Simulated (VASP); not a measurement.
Pd, 1 atom in the cell. It takes space group Fm-3m (No. 225, cubic). Conventional cell: a = 3.873 Å, b = 3.873 Å, c = 3.873 Å, α = 90.00°, β = 90.00°, γ = 90.00°. Pd (site symmetry m-3m) is surrounded by 12 Pd at 2.74 Å. 

```yaml
Program: VASP 6.6.1
Task: single point
Functional: PBEsol
Potentials_or_basis: VASP PAW PBE potentials, release 64 (Pd)
Cutoff: 520 eV
k_mesh: 15 × 15 × 24
Occupations: methfessel-paxton, width 0.1 eV
Spin: no spin polarisation
Further_INCAR_settings: ALGO = Fast; EDIFF = 1e-07; NBANDS = 11
```

Potentials or basis: VASP PAW PBE potentials, release 64 (Pd).

Command:

```sh
$ cat potpaw_PBE.64/Pd/POTCAR > POTCAR
$ mpirun -np 1 vasp_std > vasp.out
```

Hardware: 1 thread of Intel(R) Xeon(R) Platinum 8488C (Sapphire Rapids), with other jobs on the host.

**Question.** How long does it take, and how much memory?

**Answer.** Run time: 100 s on 1 thread of Intel(R) Xeon(R) Platinum 8488C (Sapphire Rapids) (shared host), peak memory 0.29 GiB. Counts: scf iterations 14, k points 1212.
